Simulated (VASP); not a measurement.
Consider the following.

```
W
1.0
   -1.59359     1.59359     1.59359
    1.59359    -1.59359     1.59359
    1.59359     1.59359    -1.59359
W
1
Direct
  0.00000   0.00000   0.00000
```

Method: PBE GGA, VASP's PBE PAW potentials (set 64) (plane waves; VASP). Settings: PREC = Normal, EDIFF = 1E-5, 400 eV cut-off, 18×18×18 Γ-centred mesh, first-order Methfessel-Paxton smearing of 0.10 eV, potentials W_sv.

Unless said otherwise, spin-orbit coupling is left out, though it shifts the bands of the heavy elements here.

Task: Predict the energy per atom (σ→0), band gap (on the k-mesh) with the smallest direct gap where there is one.

Result: 
```json
{
  "band gap (on the k-mesh)": "none (metal, semimetal or under 0.01 eV)",
  "energy per atom (σ→0)": "-12.949 eV/atom"
}
```

Total energies compare only between runs with the same potentials, cut-off and functional.

The compound is W in the bcc structure. It was relaxed first.
